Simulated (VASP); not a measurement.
Here is a VASP 6.6.1 calculation.

run.py

```python
from ase.calculators.vasp import Vasp
from ase.dft.bandgap import bandgap
from ase.io import read

atoms = read('POSCAR')
calc = Vasp(
    directory='calc',
    xc='pbe',
    pp='PBE',
    setups='recommended',
    prec='Accurate',
    encut=520,
    ediff=1e-06,
    ismear=0,
    sigma=0.05,
    lreal=False,
    lasph=True,
    nelm=100,
    algo='Fast',
    isif=2,
    lwave=False,
    lcharg=False,
    ivdw=11,
    kpts=[7, 7, 4],
    gamma=True,
    nbands=36,
)
atoms.calc = calc

print('energy (eV):', atoms.get_potential_energy())
print('free energy (eV):', atoms.get_potential_energy(force_consistent=True))
print('forces (eV/A):')
print(atoms.get_forces())
print('stress (eV/A^3, Voigt):', atoms.get_stress())
print('Fermi level (eV):', calc.get_fermi_level())
gap, top, bottom = bandgap(calc)
print('band gap (eV):', gap, 'from (spin, k, band)', top, 'to', bottom)
```

Contents of POSCAR:

```
Ca2CuS2O2
1.0
    3.8624990000      0.0000000000      0.0000000000
    0.0000000000      3.8624990000      0.0000000000
    0.0000000000      0.0000000000      7.7454740000
Cu Ca S O
1 2 2 2
Direct
    0.0000000000      0.0000000000      0.5000000000
    0.5000000000      0.5000000000      0.2918880000
    0.5000000000      0.5000000000      0.7081120000
    0.0000000000      0.0000000000      0.1383120000
    0.0000000000      0.0000000000      0.8616880000
    0.5000000000      0.0000000000      0.5000000000
    0.0000000000      0.5000000000      0.5000000000
```

Potentials or basis: VASP PAW PBE potentials, release 64 (Cu, Ca_sv, S, O).

Command:

```console
$ python run.py
```

Task: Predict the dispersion energy per atom.

Result: -0.182 eV.

Task: Predict the pressure.

Result: -1.6 GPa.

Forces in eV/Å, atoms in the order of the input:
```
Cu   0.000  0.000  0.000
Ca   0.000  0.000  0.151
Ca   0.000  0.000 -0.151
S    0.000  0.000 -0.032
S    0.000  0.000  0.032
O    0.000  0.000  0.000
O    0.000  0.000  0.000
```

Caveat: an odd number of electrons without spin polarisation forces a metal; a magnetic or distorted state may lie lower; the run has no spin polarisation, though such a crystal can be magnetic; semilocal functionals often make such compounds metallic where correlation or magnetic order opens a gap, which also shifts bond lengths; pairwise dispersion overbinds metals, which lowers pressure and volume.
